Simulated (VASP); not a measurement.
Method: PW91 GGA, VASP's PBE PAW potentials (set 64) (plane waves; VASP 6.6.1).

VASP ran on this input.

**INCAR**
```
! general
SYSTEM=SiO2
PREC  =Accurate
ENCUT =520   ! plane-wave cut-off (eV)
LREAL =F
LASPH =T   ! aspherical one-centre terms

! electronic loop
EDIFF =1E-7   ! SCF stop (eV)
NELM  =100   ! most electronic steps
ALGO  =Normal

! smearing
ISMEAR=0
SIGMA =0.05   ! width (eV)

! functional
GGA   =91   ! PW91

! ions
IBRION=2   ! conjugate gradients
NSW   =30
ISIF  =4   ! ions and shape, fixed volume
EDIFFG=-0.01

! output
LWAVE =F
LCHARG=F
```

KPOINTS:
```
Automatic mesh
0
Gamma
5 5 8
0 0 0
```

### POSCAR
```
SiO2
1
    4.1861796548     0.0000000000     0.0000000000
    0.0000000000     4.1861796548     0.0000000000
    0.0000000000     0.0000000000     2.6682851107
Si O
2 4
Direct
  0.0000000000   1.0000000000   0.0000000000
  0.5000000000   0.5000000000   0.5000000000
  0.3065706260   0.3065706260   0.0000000000
  0.8065706260   0.1934293740   0.5000000000
  0.1934293740   0.8065706260   0.5000000000
  0.6934293740   0.6934293740   0.0000000000
```

POTCAR, in this order: Si O (PBE.64 set). Program: vasp_std.

Output of the run:

**OSZICAR**
```
       N       E                     dE             d eps       ncg     rms          rms(c)
DAV:   1     0.163279753587E+03    0.16328E+03   -0.18193E+04  1200   0.154E+03
DAV:   2    -0.446631499354E+02   -0.20794E+03   -0.20050E+03  1624   0.322E+02
DAV:   3    -0.514225541116E+02   -0.67594E+01   -0.67420E+01  1440   0.630E+01
DAV:   4    -0.514717134623E+02   -0.49159E-01   -0.49126E-01  1408   0.619E+00
DAV:   5    -0.514722435837E+02   -0.53012E-03   -0.53007E-03  1408   0.621E-01    0.176E+01
DAV:   6    -0.465298980341E+02    0.49423E+01   -0.19552E+01  1336   0.314E+01    0.782E+00
DAV:   7    -0.465474422593E+02   -0.17544E-01   -0.59003E-01  1420   0.533E+00    0.294E+00
DAV:   8    -0.465575427328E+02   -0.10100E-01   -0.19355E-02  1324   0.143E+00    0.110E+00
DAV:   9    -0.465626360392E+02   -0.50933E-02   -0.74118E-03  1400   0.934E-01    0.236E-01
DAV:  10    -0.465627996371E+02   -0.16360E-03   -0.45208E-04  1400   0.182E-01    0.415E-02
DAV:  11    -0.465627813860E+02    0.18251E-04   -0.90193E-05  1388   0.733E-02    0.989E-03
DAV:  12    -0.465627819397E+02   -0.55368E-06   -0.64889E-06  1416   0.190E-02    0.354E-03
DAV:  13    -0.465627819117E+02    0.27992E-07   -0.72777E-07  1400   0.694E-03
   1 F= -.46562782E+02 E0= -.46562782E+02  d E =-.465628E+02
       N       E                     dE             d eps       ncg     rms          rms(c)
DAV:   1    -0.465640133787E+02   -0.12314E-02   -0.22347E+00  1236   0.127E+01    0.439E-01
DAV:   2    -0.465676847898E+02   -0.36714E-02   -0.62177E-02  1428   0.197E+00    0.228E-01
DAV:   3    -0.465662418959E+02    0.14429E-02   -0.13265E-03  1392   0.394E-01    0.932E-02
DAV:   4    -0.465660738796E+02    0.16802E-03   -0.10502E-03  1408   0.281E-01    0.250E-02
DAV:   5    -0.465660791890E+02   -0.53094E-05   -0.17908E-04  1356   0.119E-01    0.129E-02
DAV:   6    -0.465660748114E+02    0.43777E-05   -0.17022E-05  1360   0.444E-02    0.666E-03
DAV:   7    -0.465660742288E+02    0.58255E-06   -0.15779E-06  1348   0.142E-02    0.210E-03
DAV:   8    -0.465660742651E+02   -0.36330E-07   -0.44387E-07  1172   0.554E-03
   2 F= -.46566074E+02 E0= -.46566074E+02  d E =-.329235E-02
       N       E                     dE             d eps       ncg     rms          rms(c)
DAV:   1    -0.465662432695E+02   -0.16904E-03   -0.10426E-01  1236   0.275E+00    0.961E-02
DAV:   2    -0.465664172397E+02   -0.17397E-03   -0.29116E-03  1424   0.427E-01    0.490E-02
DAV:   3    -0.465663502032E+02    0.67037E-04   -0.61058E-05  1396   0.848E-02    0.201E-02
DAV:   4    -0.465663423770E+02    0.78262E-05   -0.49898E-05  1404   0.615E-02    0.526E-03
DAV:   5    -0.465663428302E+02   -0.45326E-06   -0.10845E-05  1360   0.303E-02    0.388E-03
DAV:   6    -0.465663422801E+02    0.55010E-06   -0.11969E-06  1336   0.122E-02    0.107E-03
DAV:   7    -0.465663423157E+02   -0.35572E-07   -0.17111E-07   912   0.312E-03
   3 F= -.46566342E+02 E0= -.46566342E+02  d E =-.356040E-02
       N       E                     dE             d eps       ncg     rms          rms(c)
DAV:   1    -0.465670380143E+02   -0.69573E-03   -0.49230E-02  1332   0.196E+00    0.159E-01
DAV:   2    -0.465667342965E+02    0.30372E-03   -0.53219E-04  1368   0.198E-01    0.897E-02
DAV:   3    -0.465665685239E+02    0.16577E-03   -0.19778E-04  1412   0.127E-01    0.524E-03
DAV:   4    -0.465665700912E+02   -0.15673E-05   -0.14576E-05  1356   0.305E-02    0.487E-03
DAV:   5    -0.465665702323E+02   -0.14101E-06   -0.22502E-07  1016   0.474E-03    0.163E-03
DAV:   6    -0.465665703079E+02   -0.75683E-07   -0.82244E-08   744   0.253E-03
   4 F= -.46566570E+02 E0= -.46566570E+02  d E =-.227992E-03
       N       E                     dE             d eps       ncg     rms          rms(c)
DAV:   1    -0.465666156748E+02   -0.45443E-04   -0.25475E-03  1332   0.445E-01    0.362E-02
DAV:   2    -0.465666001961E+02    0.15479E-04   -0.27529E-05  1372   0.451E-02    0.204E-02
DAV:   3    -0.465665917339E+02    0.84622E-05   -0.10177E-05  1408   0.287E-02    0.118E-03
DAV:   4    -0.465665917723E+02   -0.38362E-07   -0.74385E-07  1320   0.688E-03
   5 F= -.46566592E+02 E0= -.46566592E+02  d E =-.249457E-03
```

**OUTCAR**
```
------------------------ aborting loop because EDIFF is reached ----------------------------------------
  FORCE on cell =-STRESS in cart. coord.  units (eV):
  Direction    XX          YY          ZZ          XY          YZ          ZX
  --------------------------------------------------------------------------------------
  Total        2.5684430      2.5684430      2.5693222      0.0000000      0.0000000      0.0000000
  in kB       88.0060557     88.0060557     88.0361819      0.0000000      0.0000000      0.0000000
  external PRESSURE =      88.0160978 kB  Pullay stress =       0.0000000 kB
  volume of cell :       46.76
      direct lattice vectors                 reciprocal lattice vectors
     4.177790301  0.000000000  0.000000000     0.239360985 -0.000000000  0.000000000
     0.000000000  4.177790301  0.000000000    -0.000000000  0.239360985  0.000000000
     0.000000000  0.000000000  2.679012151     0.000000000  0.000000000  0.373271917
 POSITION                                       TOTAL-FORCE (eV/Angst)
 -----------------------------------------------------------------------------------
      0.00000      0.00000      0.00000         0.000000      0.000000      0.000000
      2.08890      2.08890      1.33951         0.000000      0.000000      0.000000
      1.27602      1.27602      0.00000        -0.000029     -0.000029     -0.000000
      3.36492      0.81287      1.33951        -0.000029      0.000029      0.000000
      0.81287      3.36492      1.33951         0.000029     -0.000029      0.000000
      2.90177      2.90177      0.00000         0.000029      0.000029      0.000000
 -----------------------------------------------------------------------------------
    total drift:                                0.000000     -0.000000     -0.000000
  FREE ENERGIE OF THE ION-ELECTRON SYSTEM (eV)
  ---------------------------------------------------
  free  energy   TOTEN  =       -46.5665917723 eV

  energy  without entropy=      -46.5665917723  energy(sigma->0) =      -46.56659177

 reached required accuracy - stopping structural energy minimisation
```
(Selected blocks of OUTCAR.)

CONTCAR:
```
SiO2
   1.00000000000000
     4.1777903013115871    0.0000000000000000    0.0000000000000000
     0.0000000000000000    4.1777903013115871    0.0000000000000000
     0.0000000000000000    0.0000000000000000    2.6790121510980898
  Si              O
     2     4
Direct
     0.0000000000000000    0.0000000000000000    0.0000000000000000
     0.5000000000000000    0.5000000000000000    0.5000000000000000
     0.3054297205080317    0.3054297205080317    0.0000000000000000
     0.8054297205080316    0.1945702794919683    0.5000000000000000
     0.1945702794919683    0.8054297205080316    0.5000000000000000
     0.6945702794919684    0.6945702794919684    0.0000000000000000
```

The compound is SiO2 in the rutile structure, stishovite, a high-pressure form. This cell is one point of a volume scan, at 0.97 of the reference volume. Symmetry was kept, so distortions that lower it aren't found.
